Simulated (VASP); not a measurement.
# FeSi (P2_13) in VASP: further runs, part 2 of 2

VASP 6.6.1. The steps go on from the part before.

### 3 Relaxation of cell and atoms, PBEsol, target pressure 50.7 GPa, at which the enthalpy is minimised

This run uses another cell than the first one, of 9.21 Å³/atom, 0.782 times its volume.

File INCAR:

```
SYSTEM = FeSi
PREC = Accurate
ENCUT = 600
EDIFF = 1E-7
ISMEAR = 0
SIGMA = 0.03
LREAL = .FALSE.
LASPH = .TRUE.
NELM = 80
ALGO = Normal
ISIF = 3
LWAVE = .FALSE.
LCHARG = .FALSE.
GGA = PS
IBRION = 2
NSW = 90
EDIFFG = -0.005
PSTRESS = 507.0
KPAR = 2
```

File KPOINTS:

```
Automatic mesh
0
G
  8 8 8
  0 0 0
```

File POSCAR:

```
FeSi                                    
1.0
    4.1924231769     -0.0000000000      0.0000000000
   -0.0000000000      4.1924231769     -0.0000000000
   -0.0000000000     -0.0000000000      4.1924231769
  Fe              Si            
     4     4
Direct
     0.1419114133020107    0.1419114133020107    0.1419114133020107
     0.3580885866979892    0.8580885866979893    0.6419114133020107
     0.6419114133020107    0.3580885866979892    0.8580885866979893
     0.8580885866979893    0.6419114133020107    0.3580885866979892
     0.8432136176224839    0.8432136176224839    0.8432136176224839
     0.6567863823775161    0.1567863823775161    0.3432136176224839
     0.3432136176224839    0.6567863823775161    0.1567863823775161
     0.1567863823775161    0.3432136176224839    0.6567863823775161
```

Potentials or basis: VASP PAW PBE potentials, release 64 (Fe, Si).

Run with:

```bash
$ cat potpaw_PBE.64/Fe/POTCAR potpaw_PBE.64/Si/POTCAR > POTCAR
$ mpirun -np 2 vasp_std > vasp.out
```

OUTCAR:

```text
SYSTEM = FeSi
   PREC = Accurate
   ENCUT = 600
   EDIFF = 1E-7
   ISMEAR = 0
   LREAL = .FALSE.
   LASPH = .TRUE.
   NELM = 80
   ISIF = 3
   GGA = PS
   IBRION = 2
   NSW = 90
   EDIFFG = -0.005
   PSTRESS = 507.0

 ion  position               nearest neighbor table
   1  0.142  0.142  0.142-   5 2.17   6 2.20   7 2.20   8 2.20   7 2.32   8 2.32   6 2.32   3 2.58
                             4 2.58   2 2.58   2 2.58   4 2.58   3 2.58
   2  0.358  0.858  0.642-   6 2.17   5 2.20   8 2.20   7 2.20   7 2.32   8 2.32   5 2.32   1 2.58
                             1 2.58   3 2.58   3 2.58   4 2.58   4 2.58
   3  0.642  0.358  0.858-   7 2.17   5 2.20   8 2.20   6 2.20   8 2.32   6 2.32   5 2.32   1 2.58
                             4 2.58   2 2.58   2 2.58   4 2.58   1 2.58
[... 998 lines left out ...]
 VOLUME and BASIS-vectors are now :
 -----------------------------------------------------------------------------
  energy-cutoff  :      600.00
  volume of cell :       73.69
      direct lattice vectors                 reciprocal lattice vectors
     4.192423177  0.000000000  0.000000000     0.238525539  0.000000000  0.000000000
     0.000000000  4.192423177  0.000000000     0.000000000  0.238525539  0.000000000
     0.000000000  0.000000000  4.192423177     0.000000000  0.000000000  0.238525539

 POSITION                                       TOTAL-FORCE (eV/Angst)
 -----------------------------------------------------------------------------------
      0.59495      0.59495      0.59495         0.001184      0.001184      0.001184
      1.50126      3.59747      2.69116        -0.001184     -0.001184      0.001184
      2.69116      1.50126      3.59747         0.001184     -0.001184     -0.001184
      3.59747      2.69116      1.50126        -0.001184      0.001184     -0.001184
      3.53511      3.53511      3.53511        -0.002491     -0.002491     -0.002491
      2.75353      0.65731      1.43890         0.002491      0.002491     -0.002491
      1.43890      2.75353      0.65731        -0.002491      0.002491      0.002491
      0.65731      1.43890      2.75353         0.002491     -0.002491      0.002491
 -----------------------------------------------------------------------------------
    total drift:                                0.000000      0.000000     -0.000000

  FREE ENERGIE OF THE ION-ELECTRON SYSTEM (eV)
  ---------------------------------------------------
  free  energy   TOTEN  =       -62.1858632417 eV

  energy  without entropy=      -62.1858485634  energy(sigma->0) =      -62.18585590

  enthalpy is  TOTEN    =       -38.8677870727 eV   P V=       23.3180761691

 reached required accuracy - stopping structural energy minimisation
```

OSZICAR:

```text
N       E                     dE             d eps       ncg     rms          rms(c)
DAV:   1     0.402864041723E+03    0.40286E+03   -0.22536E+04  2610   0.217E+03
DAV:   2    -0.252248057158E+02   -0.42809E+03   -0.41552E+03  2610   0.461E+02
DAV:   3    -0.682285527282E+02   -0.43004E+02   -0.39345E+02  3447   0.168E+02
DAV:   4    -0.702709848506E+02   -0.20424E+01   -0.20033E+01  3751   0.430E+01
DAV:   5    -0.703186769508E+02   -0.47692E-01   -0.47662E-01  4051   0.523E+00    0.422E+01
DAV:   6    -0.706615522307E+02   -0.34288E+00   -0.18287E+02  3910   0.163E+02    0.232E+01
DAV:   7    -0.627598643224E+02    0.79017E+01   -0.70650E+01  3915   0.112E+02    0.122E+01
DAV:   8    -0.622428856410E+02    0.51698E+00   -0.34218E+00  3812   0.197E+01    0.241E+00
DAV:   9    -0.621945406894E+02    0.48345E-01   -0.21227E-01  4115   0.472E+00    0.884E-01
DAV:  10    -0.621860802777E+02    0.84604E-02   -0.78141E-03  3492   0.783E-01    0.211E-01
DAV:  11    -0.621858942601E+02    0.18602E-03   -0.22436E-03  4115   0.497E-01    0.982E-02
DAV:  12    -0.621858754782E+02    0.18782E-04   -0.69677E-05  3884   0.933E-02    0.528E-02
DAV:  13    -0.621858633111E+02    0.12167E-04   -0.44495E-05  4120   0.613E-02    0.168E-02
DAV:  14    -0.621858629308E+02    0.38034E-06   -0.52287E-06  4081   0.263E-02    0.509E-03
DAV:  15    -0.621858631998E+02   -0.26898E-06   -0.73690E-07  3399   0.108E-02    0.238E-03
DAV:  16    -0.621858632417E+02   -0.41954E-07   -0.51944E-08  1765   0.167E-03
   1 F= -.38867787E+02 E0= -.38867780E+02  d E =-.388678E+02
```

It took 36 s on 2 MPI ranks of Intel Xeon 6975P-C (Granite Rapids), shared host; peak memory 0.25 GiB.

Results:

| Property | Result |
| --- | --- |
| Free energy | -62.1859 eV |
| Pressure after relaxing | 50.7 GPa |
| Largest force after relaxing | 0.004 eV/Å |
| Band gap on the k mesh | 0.13 eV, indirect (least direct gap 0.17 eV) |

Forces in eV/Å, atoms in the order of the input:
```
Fe   0.001  0.001  0.001
Fe  -0.001 -0.001  0.001
Fe   0.001 -0.001 -0.001
Fe  -0.001  0.001 -0.001
Si  -0.002 -0.002 -0.002
Si   0.002  0.002 -0.002
Si  -0.002  0.002  0.002
Si   0.002 -0.002  0.002
```

Final structure:
```xyz
8
Lattice="4.1924 0.0000 0.0000 0.0000 4.1924 0.0000 0.0000 0.0000 4.1924" Properties=species:S:1:pos:R:3 pbc="T T T"
Fe    0.5950    0.5950    0.5950
Fe    1.5013    3.5975    2.6912
Fe    2.6912    1.5013    3.5975
Fe    3.5975    2.6912    1.5013
Si    3.5351    3.5351    3.5351
Si    2.7535    0.6573    1.4389
Si    1.4389    2.7535    0.6573
Si    0.6573    1.4389    2.7535
```

Caveat: the relaxation stopped at its first step, so nothing moved; the cell is relaxed towards a set pressure, so the enthalpy falls and the energy may rise; the PAW data sets were made with another functional, which shifts forces and pressure a little. A k mesh can miss the band edges.
